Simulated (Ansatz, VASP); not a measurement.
**One calculation of LiSb2P2, two programs**

```xyz
5
Lattice="4.8248 0.0000 0.0000 -2.4124 4.1784 0.0000 0.0000 0.0000 5.6716" Properties=species:S:1:pos:R:3 pbc="T T T"
Li    0.0000    0.0000    0.0000
Sb    0.0000    2.7856    1.4763
Sb    2.4124    1.3928    4.1953
P     0.0000    2.7856    4.3404
P     2.4124    1.3928    1.3312
```

Change from the starting cell: species swapped into the CaAl2Ge2 type (P-3m1, No. 164).

Alike in both runs: functional PBE; k mesh 6 × 6 × 4; occupations gaussian, width 0.1 eV; no spin polarisation.

Ansatz relaxed the structure, and its values are those at the end. VASP's run is a single point on that final structure, the one shown.

|  | VASP | Ansatz |
| --- | --- | --- |
| version | VASP 6.6.1 | Ansatz 0.2.0 |
| potentials or method | VASP PAW PBE potentials, release 64 (Li_sv, Sb, P) | scalar-relativistic, plane waves, PAW |
| plane-wave cutoff (eV) | 520 | 420 |
| valence electrons in the cell | 23 | 43 |

VASP gave:

| Item | Value |
| --- | --- |
| gap on the k mesh at the Fermi level (eV) | none |
| rms of the force components (eV/Å) | 0.004 |

Question: Which values does Ansatz return?

Answer: gap on the k mesh at the Fermi level (eV): none; rms of the force components (eV/Å): 0.002.

A gap of «none» marks a metal or a gap that the smearing closes. The functional is the same, so the differences come from potentials, cutoffs and numerics. The two sets of potentials don't hold the same shells in valence.

 The runs have no spin-orbit coupling, so splittings on Sb are missing.
